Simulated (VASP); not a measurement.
**P2C: equation of state with PBE**

The system is P2C.

```
P C
1.0
     0.00000    2.53961    3.18399
     2.28416    0.00000    3.18399
     2.28416    2.53961    0.00000
P C
2 1
Direct
  0.00000 0.50000 0.00000
  0.50000 0.00000 0.50000
  0.50000 0.50000 0.50000
```

The cell was built by a generator and needn't be a form met in nature.

- Program: VASP 6.6.1
- Task: equation of state
- Functional: PBE
- Potentials or basis: VASP PAW PBE potentials, release 64 (P, C)
- Cutoff: 520 eV
- k mesh: 9 × 9 × 9
- Occupations: fermi-dirac, width 0.05 eV
- Spin: no spin polarisation

```
Equilibrium volume                        : 12.24 Å³/atom
Bulk modulus at fixed shape and positions : 122 GPa
Pressure derivative of the bulk modulus   : 5.5
```

Energy against volume, from the lowest point:
```csv
volume (Å³/atom),energy (meV/atom)
11.574,15.48
11.821,5.83
12.067,0.84
12.313,0.00
12.560,2.81
12.806,8.79
13.052,17.53
```

All runs of the series together: 7.9 min on 1 thread of Intel(R) Xeon(R) Platinum 8375C CPU @ 2.90GHz (Ice Lake), with other jobs on the host.

Caveat: the cell was scaled at fixed shape and fractional positions, which overstates the stiffness of a crystal with free parameters, most of all of layers and chains.
